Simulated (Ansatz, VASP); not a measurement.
**Two plane-wave programs on Nb3Ag**

```
CELL_PARAMETERS angstrom
0.00000 3.31251 3.31251
3.31251 0.00000 3.31251
3.31251 3.31251 0.00000
ATOMIC_POSITIONS crystal
Nb 0.75000 0.75000 0.75000
Nb 0.50000 0.50000 0.50000
Nb 0.25000 0.25000 0.25000
Ag 0.00000 0.00000 0.00000
```

Alike in both runs: task single point; functional PBE; k mesh 4 × 4 × 4; occupations gaussian, width 0.1 eV; collinear spin.

|  | VASP | Ansatz |
| --- | --- | --- |
| version | VASP 6.6.1 | Ansatz 0.2.0 |
| potentials or method | VASP PAW PBE potentials, release 64 (Nb_sv, Ag) | scalar-relativistic, plane waves, PAW |
| plane-wave cutoff (eV) | 520 | 420 |
| valence electrons in the cell | 50 | 58 |

```tsv
	VASP	Ansatz	Ansatz less VASP
gap on the k mesh at the Fermi level (eV)	none	none	-
pressure (GPa)	-0.4	0.0	+0.33
net moment per atom (μB)	0.00	0.00	0.000
```

A gap of «none» marks a metal or a gap that the smearing closes. With one functional, cell and mesh, what is left measures potentials, basis and numerics. The two sets of potentials don't hold the same shells in valence. Ansatz warned: «seeded_moment_not_kept».

Caveats: the k mesh is coarse (spacing up to 0.41 Å⁻¹), so the values aren't converged.
